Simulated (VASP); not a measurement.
```yaml
crystal:
  lattice:
    - [0.00000, 2.01033, 2.01033]
    - [2.01033, 0.00000, 2.01033]
    - [2.01033, 2.01033, 0.00000]
  atoms:
    - { symbol: Al, position: [0.00000, 0.00000, 0.00000] }
```

All values below come from PBE GGA with D4 dispersion, VASP's PBE PAW potentials (set 64) (plane waves; VASP 6.6.1). Run with 520 eV cut-off, 16×16×16 Γ-centred mesh, first-order Methfessel-Paxton smearing of 0.10 eV, potentials Al.

### Question
Give the stress tensor in GPa (positive for a compressed cell).

### Answer

```
-2.17   0.00   0.00
 0.00  -2.17   0.00
 0.00   0.00  -2.17
```
The pressure is its mean diagonal, -2.17 GPa.

The compound is Al in the fcc structure. This cell is one point of a volume scan, at 1.03 of the reference volume.
